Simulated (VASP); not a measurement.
## Which magnetic order does FeGe take?

Is FeGe a ferromagnet or an antiferromagnet at this level? The start is a cell from a database of measured crystal structures.

Method: PBEsol, spin-polarised from a ferromagnetic start; plane waves and PAW (Ge, Fe), in the first sound run; inputs show where later runs differ, in VASP 6.6.1.

The database entry behind the starting cell differs from later determinations by our own check (about 0.2 % short), so it need not match the best structure at ambient conditions.

## 1. The starting structure

The structure is cubic, space group P2_13 (No. 198). Conventional cell: a = 4.689 Å, b = 4.689 Å, c = 4.689 Å, α = 90.00°, β = 90.00°, γ = 90.00°. Nearest to Ge lie 7 Fe at 2.38 to 2.64 Å. Fe has 7 Ge at 2.38 to 2.64 Å nearest. Farther neighbours are not listed.

## 2. Relax in the ferromagnetic state

All later runs share one geometry, relaxed here from a start with parallel moments; where they turned over, the text says so.

INCAR reads:

```
SYSTEM = FeGe
PREC = Normal
ENCUT = 350
EDIFF = 1E-05
NELM = 120
ISMEAR = 0
SIGMA = 0.05
LREAL = .FALSE.
ALGO = Normal
GGA = PS
NBANDS = 43
ISPIN = 2
MAGMOM = 0 0 0 0 3 3 3 3
LASPH = .TRUE.
LMAXMIX = 4
LORBIT = 11
LWAVE = .FALSE.
LCHARG = .FALSE.
IBRION = 2
NSW = 30
ISIF = 3
EDIFFG = -0.02
POTIM = 0.4
```

POSCAR reads:

```
FeGe
1.0
    4.6890000000      0.0000000000      0.0000000000
    0.0000000000      4.6890000000      0.0000000000
    0.0000000000      0.0000000000      4.6890000000
Ge Fe
4 4
Direct
    0.1580000000      0.3420000000      0.6580000000
    0.3420000000      0.6580000000      0.1580000000
    0.6580000000      0.1580000000      0.3420000000
    0.8420000000      0.8420000000      0.8420000000
    0.8650000000      0.6350000000      0.3650000000
    0.6350000000      0.3650000000      0.8650000000
    0.3650000000      0.8650000000      0.6350000000
    0.1350000000      0.1350000000      0.1350000000
```

KPOINTS reads:

```
Automatic mesh
0
Gamma
4 4 4
0 0 0
```

The projector-augmented-wave data sets are Ge and Fe (PBE family, release 64).

On the command line:

```bash
$ mpirun -np 1 vasp_std
```

The program printed:

```text
[banner, memory and clock lines left out]
running    1 mpi-ranks, on    1 nodes
 distrk:  each k-point on    1 cores,    1 groups
 distr:  one band on    1 cores,    1 groups

 POSCAR found type information on POSCAR GeFe
 POSCAR found :  2 types and       8 ions
|                                                                             |
|               ----> ADVICE to this user running VASP <----                  |
|                                                                             |
|     You enforced a specific xc type in the INCAR file but a different       |
|     [... a line on the potential file left out ...]
|     I HOPE YOU KNOW WHAT YOU ARE DOING!                                     |
|                                                                             |

 LDA part: xc-table for (Slater+PW92), standard interpolation
 POSCAR, INCAR and KPOINTS ok, starting setup
 FFT: planning ... GRIDC
 FFT: planning ... GRID_SOFT
 FFT: planning ... GRID
 WAVECAR not read
 entering main loop
       N       E                     dE             d eps       ncg     rms          rms(c)
DAV:   1     0.281086436629E+03    0.28109E+03   -0.14560E+04  1892   0.882E+02
DAV:   2    -0.402014587073E+02   -0.32129E+03   -0.29826E+03  1901   0.251E+02
DAV:   3    -0.614478272034E+02   -0.21246E+02   -0.19863E+02  2224   0.771E+01
DAV:   4    -0.619788429268E+02   -0.53102E+00   -0.52651E+00  2280   0.121E+01
DAV:   5    -0.619850783146E+02   -0.62354E-02   -0.62326E-02  2218   0.111E+00    0.267E+01
DAV:   6    -0.678912737761E+02   -0.59062E+01   -0.59896E+01  2368   0.999E+01    0.318E+01
DAV:   7    -0.568269934717E+02    0.11064E+02   -0.28487E+01  2228   0.705E+01    0.625E+00
DAV:   8    -0.568738998326E+02   -0.46906E-01   -0.18595E+00  2065   0.527E+00    0.313E+00
DAV:   9    -0.567927325145E+02    0.81167E-01   -0.10960E-01  2573   0.349E+00    0.134E+00
DAV:  10    -0.567789303322E+02    0.13802E-01   -0.13988E-02  2523   0.790E-01    0.409E-01
DAV:  11    -0.567777607683E+02    0.11696E-02   -0.16253E-03  2421   0.330E-01    0.152E-01
DAV:  12    -0.567778019161E+02   -0.41148E-04   -0.24835E-04  2775   0.136E-01    0.944E-02
DAV:  13    -0.567778568351E+02   -0.54919E-04   -0.96009E-05  2572   0.893E-02    0.657E-02
DAV:  14    -0.567779095942E+02   -0.52759E-04   -0.77460E-05  2615   0.914E-02    0.405E-02
DAV:  15    -0.567779208881E+02   -0.11294E-04   -0.41137E-05  1658   0.716E-02    0.125E-02
DAV:  16    -0.567779230757E+02   -0.21876E-05   -0.86362E-06  1039   0.263E-02
   1 F= -.56777923E+02 E0= -.56771797E+02  d E =-.567779E+02  mag=     4.3342
 curvature:   0.00 expect dE= 0.000E+00 dE for cont linesearch  0.000E+00
 trial: gam= 0.00000 g(F)=  0.242E-02 g(S)=  0.477E+00 ort = 0.000E+00 (trialstep = 0.100E+01)
 search vector abs. value=  0.480E+00
 bond charge predicted
       N       E                     dE             d eps       ncg     rms          rms(c)
DAV:   1    -0.598567696672E+02   -0.30788E+01   -0.39673E+01  2106   0.671E+01    0.164E+01
DAV:   2    -0.608864086808E+02   -0.10296E+01   -0.20768E+01  2278   0.659E+01    0.167E+01
DAV:   3    -0.569666622312E+02    0.39197E+01   -0.85530E+00  2158   0.432E+01    0.319E+00
DAV:   4    -0.569118074814E+02    0.54855E-01   -0.52290E-01  2060   0.345E+00    0.170E+00
DAV:   5    -0.568762300082E+02    0.35577E-01   -0.37886E-02  2778   0.229E+00    0.776E-01
DAV:   6    -0.568736878826E+02    0.25421E-02   -0.35299E-03  2050   0.365E-01    0.229E-01
DAV:   7    -0.568733923800E+02    0.29550E-03   -0.85214E-04  2466   0.212E-01    0.527E-02
DAV:   8    -0.568733853294E+02    0.70506E-05   -0.54111E-05  2197   0.634E-02
   2 F= -.56873385E+02 E0= -.56869415E+02  d E =-.954623E-01  mag=     3.9057
[... from here on, the cycles between the ionic steps are left out ...]
   3 F= -.56938055E+02 E0= -.56933280E+02  d E =-.160132E+00  mag=     3.9776
   4 F= -.56938028E+02 E0= -.56933226E+02  d E =-.160105E+00  mag=     3.9829
   5 F= -.56937639E+02 E0= -.56932795E+02  d E =-.159716E+00  mag=     3.9900
   6 F= -.56939201E+02 E0= -.56934395E+02  d E =-.156161E-02  mag=     3.9889
   7 F= -.56940459E+02 E0= -.56935734E+02  d E =-.281977E-02  mag=     3.9864
   8 F= -.56940632E+02 E0= -.56935974E+02  d E =-.173004E-03  mag=     3.9744
   9 F= -.56940780E+02 E0= -.56936093E+02  d E =-.321471E-03  mag=     3.9789
  10 F= -.56940778E+02 E0= -.56936086E+02  d E =-.319430E-03  mag=     3.9801
  11 F= -.56940768E+02 E0= -.56936072E+02  d E =-.309393E-03  mag=     3.9808
  12 F= -.56940784E+02 E0= -.56936091E+02  d E =-.325539E-03  mag=     3.9805
  13 F= -.56940775E+02 E0= -.56936079E+02  d E =-.315963E-03  mag=     3.9804
  14 F= -.56940774E+02 E0= -.56936079E+02  d E =-.314700E-03  mag=     3.9805
  15 F= -.56940615E+02 E0= -.56935861E+02  d E =0.159043E-03  mag=     3.9905
  16 F= -.56940786E+02 E0= -.56936074E+02  d E =-.120356E-04  mag=     3.9833
  17 F= -.56940795E+02 E0= -.56936087E+02  d E =-.219134E-04  mag=     3.9830
  18 F= -.56940791E+02 E0= -.56936078E+02  d E =-.178665E-04  mag=     3.9831
  19 F= -.56940788E+02 E0= -.56936077E+02  d E =-.140427E-04  mag=     3.9831
  20 F= -.56940786E+02 E0= -.56936075E+02  d E =-.124550E-04  mag=     3.9831
 curvature:  -0.01 expect dE=-0.128E-05 dE for cont linesearch -0.970E-07
 ZBRENT: accuracy reached
 trial: gam= 0.00000 g(F)=  0.702E-04 g(S)=  0.112E-03 ort =-0.647E-04 (trialstep = 0.101E+01)
 search vector abs. value=  0.182E-03
 bond charge predicted
       N       E                     dE             d eps       ncg     rms          rms(c)
DAV:   1    -0.569415473218E+02   -0.76127E-03   -0.96865E-03  2174   0.105E+00    0.249E-01
DAV:   2    -0.569420242289E+02   -0.47691E-03   -0.60159E-03  2180   0.111E+00    0.282E-01
DAV:   3    -0.569408481441E+02    0.11761E-02   -0.20259E-03  2220   0.676E-01    0.412E-02
DAV:   4    -0.569408374079E+02    0.10736E-04   -0.99198E-05  1983   0.438E-02    0.268E-02
DAV:   5    -0.569408316511E+02    0.57568E-05   -0.67054E-06   985   0.329E-02
  21 F= -.56940832E+02 E0= -.56936142E+02  d E =-.456342E-04  mag=     3.9790
 trial-energy change:   -0.000046  1 .order   -0.000066   -0.000184    0.000053
 step:   0.7836(harm=  0.7836)  dis= 0.00037  next Energy=   -56.940858 (dE=-0.715E-04)
 reached required accuracy - stopping structural energy minimisation
```

Elapsed: 9.1 min, on 1 MPI rank of Intel Xeon Platinum 8259CL at 2.50GHz (Skylake/Cascade Lake), shared host; peak memory 0.17 GiB.

The logs omit lines about the potential files and the build; timing stands in the text.

OUTCAR, selected parts (step 2):

```text
ion  position               nearest neighbor table
   1  0.158  0.342  0.658-   5 2.38   8 2.44   7 2.44   6 2.44   7 2.64   8 2.64   6 2.64   2 2.90
                             2 2.90   3 2.90   4 2.90   3 2.90   4 2.90
   2  0.342  0.658  0.158-   6 2.38   7 2.44   5 2.44   8 2.44   5 2.64   7 2.64   8 2.64   1 2.90
                             1 2.90   3 2.90   3 2.90   4 2.90   4 2.90
   3  0.658  0.158  0.342-   7 2.38   6 2.44   5 2.44   8 2.44   6 2.64   5 2.64   8 2.64   1 2.90
                             4 2.90   2 2.90   2 2.90   1 2.90   4 2.90
   4  0.842  0.842  0.842-   8 2.38   5 2.44   7 2.44   6 2.44   6 2.64   5 2.64   7 2.64   2 2.90
                             3 2.90   1 2.90   3 2.90   1 2.90   2 2.90
   5  0.865  0.635  0.365-   1 2.38   4 2.44   3 2.44   2 2.44   3 2.64   4 2.64   2 2.64   6 2.87
                             6 2.87   8 2.87   8 2.87   7 2.87   7 2.87
   6  0.635  0.365  0.865-   2 2.38   3 2.44   1 2.44   4 2.44   1 2.64   3 2.64   4 2.64   5 2.87
                             5 2.87   7 2.87   7 2.87   8 2.87   8 2.87
   7  0.365  0.865  0.635-   3 2.38   2 2.44   1 2.44   4 2.44   2 2.64   1 2.64   4 2.64   8 2.87
                             6 2.87   6 2.87   8 2.87   5 2.87   5 2.87
   8  0.135  0.135  0.135-   4 2.38   1 2.44   3 2.44   2 2.44   2 2.64   1 2.64   3 2.64   5 2.87
                             7 2.87   7 2.87   5 2.87   6 2.87   6 2.87

  LATTYP: Found a simple cubic cell.
 ALAT       =     4.6890000000

 Subroutine GETGRP returns: Found 12 space group operations
 (whereof  3 operations were pure point group operations)

The static configuration has the point symmetry C_3 .
 The point group associated with its full space group is T   .

 Found     11 irreducible k-points:

   k-points           NKPTS =     11   k-points in BZ     NKDIM =     11   number of bands    NBANDS=     43

   dimension x,y,z NGX =    24 NGY =   24 NGZ =   24
   dimension x,y,z NGXF=    48 NGYF=   48 NGZF=   48

   ENCUT  =  350.0 eV  25.72 Ry    5.07 a.u.   7.15  7.15  7.15*2*pi/ulx,y,z

   NELECT =      48.0000    total number of electrons

 k-points in reciprocal lattice and weights: Automatic mesh
   0.00000000  0.00000000  0.00000000       0.016
   0.25000000  0.00000000  0.00000000       0.094
   0.50000000  0.00000000  0.00000000       0.047
   0.25000000  0.25000000  0.00000000       0.188
   0.50000000  0.25000000  0.00000000       0.094
  -0.25000000  0.50000000  0.00000000       0.094
   0.50000000  0.50000000  0.00000000       0.047
   0.25000000  0.25000000  0.25000000       0.125
   0.50000000  0.25000000  0.25000000       0.188
   0.50000000  0.50000000  0.25000000       0.094
   0.50000000  0.50000000  0.50000000       0.016

 average (electrostatic) potential at core
       1 -28.9559       2 -28.9559       3 -28.9559       4 -28.9559       5 -41.5112
       6 -41.5112       7 -41.5112       8 -41.5112

 E-fermi :   7.3245

 spin component 1
 k-point     1 :       0.0000    0.0000    0.0000
  band No.  band energies     occupation
    ...
     23       6.5612      1.00000
     24       6.5612      1.00000
     25       7.2022      0.99973
     26       7.2022      0.99973
     27       7.2022      0.99973
     28       9.3814      0.00000
     29       9.3814      0.00000
     30       9.3814      0.00000
     31      10.3270      0.00000
     32      10.3270      0.00000
    ...

 k-point     2 :       0.2500    0.0000    0.0000
  band No.  band energies     occupation
    ...
     22       6.4636      1.00000
     23       6.5996      1.00000
     24       6.7172      1.00000
     25       7.0083      1.00000
     26       7.0565      1.00000
     27       8.1471      0.00000
     28       8.5681      0.00000
     29       8.8425      0.00000
     30       9.1096      0.00000
     31       9.4258      0.00000
    ...

 k-point     3 :       0.5000    0.0000    0.0000
  band No.  band energies     occupation
    ...
     22       6.3398      1.00000
     23       6.6906      1.00000
     24       6.6906      1.00000
     25       6.8726      1.00000
     26       6.8726      1.00000
     27       8.3781      0.00000
     28       8.3781      0.00000
     29       8.4475      0.00000
     30       8.4475      0.00000
     31      11.3329      0.00000
    ...

 k-point     4 :       0.2500    0.2500    0.0000
  band No.  band energies     occupation
    ...
     22       6.2874      1.00000
     23       6.5093      1.00000
     24       6.6829      1.00000
     25       6.8426      1.00000
     26       7.1187      1.00000
     27       8.0354      0.00000
     28       8.5346      0.00000
     29       9.0405      0.00000
     30       9.3343      0.00000
     31       9.6146      0.00000
    ...

 k-point     5 :       0.5000    0.2500    0.0000
  band No.  band energies     occupation
    ...
     22       6.1753      1.00000
     23       6.5362      1.00000
     24       6.5362      1.00000
     25       6.9179      1.00000
     26       6.9179      1.00000
     27       8.1451      0.00000
     28       8.1451      0.00000
     29       9.4507      0.00000
     30       9.4507      0.00000
     31       9.8781      0.00000
    ...

 k-point     6 :      -0.2500    0.5000    0.0000
  band No.  band energies     occupation
    ...
     22       6.1382      1.00000
     23       6.5706      1.00000
     24       6.5706      1.00000
     25       6.9708      1.00000
     26       6.9708      1.00000
     27       8.2210      0.00000
     28       8.2210      0.00000
     29       9.3257      0.00000
     30       9.3257      0.00000
     31       9.9509      0.00000
    ...

  Total        0.0699395      0.0699395      0.0699395     -0.0000000      0.0000000      0.0000000
  in kB        1.1482477      1.1482477      1.1482477     -0.0000000      0.0000000      0.0000000
  external PRESSURE =       1.1482477 kB  Pullay stress =       0.0000000 kB

  energy-cutoff  :      350.00
  volume of cell :       97.59
      direct lattice vectors                 reciprocal lattice vectors
     4.603969238  0.000000000  0.000000000     0.217203884 -0.000000000  0.000000000
     0.000000000  4.603969238 -0.000000000    -0.000000000  0.217203884  0.000000000
    -0.000000000 -0.000000000  4.603969238    -0.000000000  0.000000000  0.217203884

 POSITION                                       TOTAL-FORCE (eV/Angst)
 -----------------------------------------------------------------------------------
      0.72892      1.57306      3.03091        -0.006309      0.006309     -0.006309
      1.57306      3.03091      0.72892         0.006309     -0.006309     -0.006309
      3.03091      0.72892      1.57306        -0.006309     -0.006309      0.006309
      3.87505      3.87505      3.87505         0.006309      0.006309      0.006309
      3.97697      2.92899      1.67498        -0.003833      0.003833     -0.003833
      2.92899      1.67498      3.97697         0.003833     -0.003833     -0.003833
      1.67498      3.97697      2.92899        -0.003833     -0.003833      0.003833
      0.62700      0.62700      0.62700         0.003833      0.003833      0.003833
 -----------------------------------------------------------------------------------
    total drift:                               -0.000000     -0.000000     -0.000000

  FREE ENERGIE OF THE ION-ELECTRON SYSTEM (eV)
  ---------------------------------------------------
  free  energy   TOTEN  =       -56.9408316511 eV

  energy  without entropy=      -56.9314517058  energy(sigma->0) =      -56.93614168

 reached required accuracy - stopping structural energy minimisation

 total charge
# of ion       s       p       d       tot
------------------------------------------
    1        1.118   1.285   0.159   2.561
    2        1.118   1.285   0.159   2.561
    3        1.118   1.285   0.159   2.561
    4        1.118   1.285   0.159   2.561
    5        0.396   0.537   6.507   7.440
    6        0.396   0.537   6.507   7.440
    7        0.396   0.537   6.507   7.440
    8        0.396   0.537   6.507   7.440
--------------------------------------------------
tot          6.052   7.287  26.663  40.002

 magnetization (x)
# of ion       s       p       d       tot
------------------------------------------
    1       -0.011  -0.054  -0.004  -0.069
    2       -0.011  -0.054  -0.004  -0.069
    3       -0.011  -0.054  -0.004  -0.069
    4       -0.011  -0.054  -0.004  -0.069
    5       -0.000  -0.003   1.089   1.085
    6       -0.000  -0.003   1.089   1.085
    7       -0.000  -0.003   1.089   1.085
    8       -0.000  -0.003   1.089   1.085
--------------------------------------------------
tot         -0.047  -0.228   4.341   4.066

[... 6 further parts left out ...]
```

The magnetic state follows from one typed start and may not be the lowest. The k-mesh is coarse for a metal. The PAW data sets were made with PBE, which is usual practice but a small mismatch for other functionals. The data set Ge keeps the semicore shell frozen, which is cheaper and a little less accurate. The run keeps the 12 symmetry operations of its start, so it cannot find a distortion of lower symmetry.

The steps of the relaxation:

```tsv
step	energy less that of the first step (eV)	largest force (eV/Å)	pressure (GPa)	volume (Å³)
1	0.0000	0.1052	-8.93	103.10
2	-0.0955	0.2732	6.87	94.76
3	-0.1601	0.1136	0.09	97.80
4	-0.1601	0.1082	0.05	97.90
5	-0.1597	0.0999	-0.56	98.08
6	-0.1613	0.0681	-0.50	98.01
7	-0.1625	0.0371	-0.32	97.84
8	-0.1627	0.0144	0.44	97.48
9	-0.1629	0.0231	0.15	97.62
10	-0.1629	0.0252	0.11	97.65
11	-0.1628	0.0265	0.05	97.67
12	-0.1629	0.0253	0.52	97.66
13	-0.1629	0.0266	-0.35	97.67
14	-0.1629	0.0257	0.19	97.66
15	-0.1627	0.0079	-0.42	97.86
16	-0.1629	0.0208	-0.15	97.72
17	-0.1629	0.0218	0.39	97.71
18	-0.1629	0.0210	-0.49	97.72
19	-0.1629	0.0217	0.11	97.71
20	-0.1629	0.0213	-0.14	97.71
21	-0.1629	0.0109	0.11	97.59
```

```tsv
conventional cell, symmetrised	before	after	change
a (Å)	4.689	4.604	-1.8 %
b (Å)	4.689	4.604	-1.8 %
c (Å)	4.689	4.604	-1.8 %
volume (Å³/atom)	12.89	12.20	-5.3 %
```

Final coordinates:

```
Ge Fe
1.0
     4.60397    0.00000    0.00000
     0.00000    4.60397    0.00000
     0.00000    0.00000    4.60397
Ge Fe
4 4
Direct
  0.15832 0.34168 0.65832
  0.34168 0.65832 0.15832
  0.65832 0.15832 0.34168
  0.84168 0.84168 0.84168
  0.86381 0.63619 0.36381
  0.63619 0.36381 0.86381
  0.36381 0.86381 0.63619
  0.13619 0.13619 0.13619
```

Numbers from this step:

| Property | Result |
| --- | --- |
| electronic cycles | 103 |
| electrons | 48 |
| free energy (TOTEN) | -56.9408 eV |
| energy at zero smearing | -56.9361 eV |
| Fermi energy | 7.324 eV |
| moment of the cell, from the last line of the log | 3.979 μB |
| labelled metallic, from the levels on this mesh | yes |

Spin moment in the PAW sphere by atom:

```tsv
atom	spin moment in the PAW sphere (μB)
Ge1	-0.07
Ge2	-0.07
Ge3	-0.07
Ge4	-0.07
Fe5	1.08
Fe6	1.08
Fe7	1.08
Fe8	1.08
```

The run ended after 21 ionic steps, 0.163 eV below its first step, once forces and stress met EDIFFG = -0.02.

[end of part 1 of 3]

[Lines on the potential files, build, host, timing and source positions are cut from VASP's logs without a mark.]

[Logs are printed without paths, hosts, clocks, repeated set-up lines and the standing remarks that a program may print on its own settings, such as how far it seeks lower states.]

[Hosts, paths, dates, database ids (printed as entryN), source tags and the programs' standing remarks are cut or masked in the printed files.]

[In band tables of VASP the shares of atoms and orbitals are scaled to a sum of 1 inside the atoms' spheres.]

[Runs that stopped without an error message from VASP are left out.]
